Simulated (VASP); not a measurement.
A run of VASP 6.6.1:

INCAR

```
SYSTEM = Ti
PREC = Accurate
ENCUT = 520
EDIFF = 1E-6
ISMEAR = 0
SIGMA = 0.15
LREAL = .False.
LASPH = .True.
NELM = 100
ALGO = Fast
ISIF = 2
LWAVE = .False.
LCHARG = .True.
LELF = .True.
LVHAR = .True.
NBANDS = 12
```

Contents of KPOINTS:

```
regular mesh
0
Gamma
  20 20 20
  0 0 0
```

File POSCAR:

```
Ti
1.0
    0.0000000000      1.9285000000      1.9285000000
    1.9285000000      0.0000000000      1.9285000000
    1.9285000000      1.9285000000      0.0000000000
Ti
1
Direct
    0.0000000000      0.0000000000      0.0000000000
```

Potentials or basis: VASP PAW LDA potentials, release 64 (Ti_sv).

Command:

```console
$ cat potpaw_LDA.64/Ti_sv/POTCAR > POTCAR
$ mpirun -np 1 vasp_std > vasp.out
```

Hardware: 1 thread of AMD EPYC 9R14 (Zen 4), with other jobs on the host.

**Question.** How long does it take, and how much memory?

**Answer.** Wall time 46 s on 1 thread of AMD EPYC 9R14 (Zen 4), on a shared host, peak memory 0.12 GiB. Counts: scf iterations 20, k points 256.
